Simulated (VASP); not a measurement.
Method: RPBE GGA, VASP's PBE PAW potentials (set 64) (plane waves; VASP 6.6.1).

A VASP calculation is set up with these files.

POSCAR:
```
MgS
1.0
  0.0000000000   2.6000000000   2.6000000000
  2.6000000000   0.0000000000   2.6000000000
  2.6000000000   2.6000000000   0.0000000000
Mg S
1 1
direct
  0.0000000000   0.0000000000   0.0000000000
  0.5000000000   0.5000000000   0.5000000000
```

**INCAR**
```
ALGO = Normal
EDIFF = 1E-6
EDIFFG = -0.01
ENCUT = 520
GGA = RP
IBRION = 2
ISIF = 3
ISMEAR = 0
LASPH = .TRUE.
LCHARG = .FALSE.
LREAL = .FALSE.
LWAVE = .FALSE.
NELM = 100
NSW = 60
PREC = Accurate
SIGMA = 0.05
SYSTEM = MgS
```

### KPOINTS
```
Automatic mesh
0
Gamma
8 8 8
0 0 0
```

POTCAR, in this order: Mg S (PBE.64 set). Program: vasp_std.

The run wrote:

OSZICAR:
```
       N       E                     dE             d eps       ncg     rms          rms(c)
DAV:   1     0.242044600763E+02    0.24204E+02   -0.38049E+03   488   0.820E+02
DAV:   2    -0.736011855166E+01   -0.31565E+02   -0.30426E+02   624   0.109E+02
DAV:   3    -0.834466137443E+01   -0.98454E+00   -0.98454E+00   584   0.262E+01
DAV:   4    -0.834846283504E+01   -0.38015E-02   -0.38015E-02   720   0.190E+00
DAV:   5    -0.834847261462E+01   -0.97796E-05   -0.97796E-05   600   0.694E-02    0.513E+00
DAV:   6    -0.799666698055E+01    0.35181E+00   -0.88028E-01   512   0.475E+00    0.409E+00
DAV:   7    -0.795904452091E+01    0.37622E-01   -0.25873E-01   600   0.282E+00    0.260E+00
DAV:   8    -0.796163159235E+01   -0.25871E-02   -0.18278E-02   544   0.118E+00    0.959E-01
DAV:   9    -0.796147229138E+01    0.15930E-03   -0.53437E-04   576   0.196E-01    0.300E-01
DAV:  10    -0.796156902067E+01   -0.96729E-04   -0.25293E-04   624   0.119E-01    0.755E-02
DAV:  11    -0.796155980281E+01    0.92179E-05   -0.43794E-05   568   0.340E-02    0.153E-02
DAV:  12    -0.796155999805E+01   -0.19524E-06   -0.17411E-06   488   0.105E-02
   1 F= -.79615600E+01 E0= -.79615600E+01  d E =-.796156E+01
       N       E                     dE             d eps       ncg     rms          rms(c)
DAV:   1    -0.804193785174E+01   -0.80378E-01   -0.13943E+00   504   0.752E+00    0.207E+00
DAV:   2    -0.798174915130E+01    0.60189E-01   -0.17319E-01   488   0.222E+00    0.720E-01
DAV:   3    -0.797496939336E+01    0.67798E-02   -0.38887E-02   504   0.108E+00    0.464E-01
DAV:   4    -0.797489911354E+01    0.70280E-04   -0.28786E-04   536   0.148E-01    0.413E-01
DAV:   5    -0.797472501765E+01    0.17410E-03   -0.18060E-04   464   0.121E-01    0.633E-02
DAV:   6    -0.797472699994E+01   -0.19823E-05   -0.23694E-06   576   0.158E-02    0.304E-02
DAV:   7    -0.797472738778E+01   -0.38784E-06   -0.13182E-07   264   0.341E-03
   2 F= -.79747274E+01 E0= -.79747274E+01  d E =-.131674E-01
       N       E                     dE             d eps       ncg     rms          rms(c)
DAV:   1    -0.797729466681E+01   -0.25677E-02   -0.42110E-02   512   0.133E+00    0.381E-01
DAV:   2    -0.797547703950E+01    0.18176E-02   -0.51267E-03   472   0.380E-01    0.126E-01
DAV:   3    -0.797527703006E+01    0.20001E-03   -0.11659E-03   520   0.188E-01    0.939E-02
DAV:   4    -0.797527756806E+01   -0.53800E-06   -0.83858E-06   536   0.254E-02
   3 F= -.79752776E+01 E0= -.79752776E+01  d E =-.137176E-01
```

File OUTCAR:
```
------------------------ aborting loop because EDIFF is reached ----------------------------------------
  FORCE on cell =-STRESS in cart. coord.  units (eV):
  Direction    XX          YY          ZZ          XY          YZ          ZX
  --------------------------------------------------------------------------------------
  Total        0.0013548      0.0013548      0.0013548      0.0000000     -0.0000000      0.0000000
  in kB        0.0592885      0.0592885      0.0592885      0.0000000     -0.0000000      0.0000000
  external PRESSURE =       0.0592885 kB  Pullay stress =       0.0000000 kB
  volume of cell :       36.61
      direct lattice vectors                 reciprocal lattice vectors
     0.000000000  2.635469437  2.635469437    -0.189719521  0.189719521  0.189719521
     2.635469437  0.000000000  2.635469437     0.189719521 -0.189719521  0.189719521
     2.635469437  2.635469437 -0.000000000     0.189719521  0.189719521 -0.189719521
 POSITION                                       TOTAL-FORCE (eV/Angst)
 -----------------------------------------------------------------------------------
      0.00000      0.00000      0.00000         0.000000      0.000000      0.000000
      2.63547      2.63547      2.63547        -0.000000     -0.000000     -0.000000
 -----------------------------------------------------------------------------------
    total drift:                                0.000000      0.000000      0.000000
  FREE ENERGIE OF THE ION-ELECTRON SYSTEM (eV)
  ---------------------------------------------------
  free  energy   TOTEN  =        -7.9752775681 eV

  energy  without entropy=       -7.9752775681  energy(sigma->0) =       -7.97527757

 reached required accuracy - stopping structural energy minimisation
```
(Selected blocks of OUTCAR.)

CONTCAR:
```
MgS
   1.00000000000000
     0.0000000000000000    2.6354694366559634    2.6354694366559634
     2.6354694366559634    0.0000000000000000    2.6354694366559634
     2.6354694366559634    2.6354694366559634   -0.0000000000000000
  Mg              S
     1     1
Direct
     0.0000000000000000    0.0000000000000000    0.0000000000000000
     0.5000000000000000    0.5000000000000000    0.5000000000000000
```

Energy and stress use the plane-wave basis of the starting cell.

The compound is MgS in the rock salt structure. This run relaxes it. Symmetry was kept, so distortions that lower it aren't found.
